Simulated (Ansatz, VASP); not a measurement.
# One calculation of Ti2Al3Ru, two programs

Contents of INCAR:

```
  PREC = Accurate
  ENCUT = 520
  EDIFF = 1E-7
  ISMEAR = 0
  SIGMA = 0.1
  LREAL = False
  LASPH = True
  NELM = 60
  ALGO = Normal
  ISIF = 2
  LWAVE = False
  LCHARG = False
  GGA = PE
  NBANDS = 32
```

KPOINTS

```
regular mesh
0
Gamma
  6 6 4
```

Contents of POSCAR:

```
Ti2Al3Ru
1.0
    3.6239555200      0.0000000000      0.0000000000
   -1.8119777600      3.1384375500      0.0000000000
    0.0000000000      0.0000000000      7.4343590800
Ti Al Ru
2 3 1
Direct
    0.3333333300      0.6666666700      0.0000000000
    0.6666666700      0.3333333300      0.0000000000
    0.0000000000      0.0000000000      0.7378271100
    0.0000000000      0.0000000000      0.2621728900
    0.0000000000      0.0000000000      0.0000000000
    0.0000000000      0.0000000000      0.5000000000
```

Input for Ansatz:

```yaml
crystal:
  lattice:
    - [3.62395552, 0.0, 0.0]
    - [-1.81197776, 3.13843755, 0.0]
    - [0.0, 0.0, 7.43435908]
  atoms:
    - { symbol: Ti, position: [0.33333333, 0.66666667, 0.0] }
    - { symbol: Ti, position: [0.66666667, 0.33333333, 0.0] }
    - { symbol: Al, position: [0.0, 0.0, 0.73782711] }
    - { symbol: Al, position: [0.0, 0.0, 0.26217289] }
    - { symbol: Al, position: [0.0, 0.0, 0.0] }
    - { symbol: Ru, position: [0.0, 0.0, 0.5] }
basis:
  ecutwfc: 420
kpoints:
  mp_grid: { grid: [6, 6, 4] }
hamiltonian:
  xc: pbe
scf:
  occupations: { method: gaussian, width: 0.1 }
  lower_state_search: "off"
output:
  forces: true
  stress: true
  eigenvalues: true
```

Alike in both runs: task single point; functional PBE; k mesh 6 × 6 × 4; occupations gaussian, width 0.1 eV; no spin polarisation.

```csv
,VASP,Ansatz
version,VASP 6.6.1,Ansatz 0.2.0
potentials or method,"VASP PAW PBE potentials, release 64 (Ti_sv, Al, Ru_pv)","scalar-relativistic, plane waves, PAW"
plane-wave cutoff (eV),520,420
valence electrons in the cell,47,49
```

|  | VASP | Ansatz | Ansatz less VASP |
| --- | --- | --- | --- |
| gap on the k mesh at the Fermi level (eV) | none | none | - |
| rms of the force components (eV/Å) | 2.830 | 2.893 | +0.0634 |

Atom by atom the forces differ by 0.063 eV/Å (rms over components). A gap of «none» marks a metal or a gap that the smearing closes. With one functional, cell and mesh, what is left measures potentials, basis and numerics. The two sets of potentials don't hold the same shells in valence.

Caveats: forces of over 1 eV/Å show positions far from the minimum, so gaps and moduli don't describe the material at rest.
